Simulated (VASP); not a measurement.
Input:

```
CELL_PARAMETERS angstrom
      1.77012    -3.06593     0.00000
      1.77012     3.06593     0.00000
      0.00000     0.00000     5.74479
ATOMIC_POSITIONS crystal
  Pt 0.00000 0.00000 0.00000
  S  0.33333 0.66667 0.21499
  S  0.66667 0.33333 0.78501
```

All values below come from revTPSS meta-GGA, VASP's PBE PAW potentials (set 64) (plane waves; VASP). Run with 520 eV cut-off, 8×8×5 Γ-centred mesh, tetrahedra with Blöchl corrections, potentials Pt S.

Without a dispersion term in the relaxation, distances and binding between the weakly bound layers, chains or molecules are unreliable, and so is what depends on them. Unless said otherwise, spin-orbit coupling is left out, though it shifts the bands of the heavy elements here.

### Question
Estimate the energy per atom (σ→0), band gap (over mesh and band path) with the smallest direct gap where there is one.

### Answer

```yaml
band gap (over mesh and band path): 1.33 eV
smallest direct gap (over mesh and band path): 1.45 eV
energy per atom (σ→0): 7.779 eV/atom
```

The absolute energy has meaning only against runs of the same code, potentials and settings.

The compound is PtS2 in the 1T layered structure. It was relaxed first, which changed the volume by +14 %.
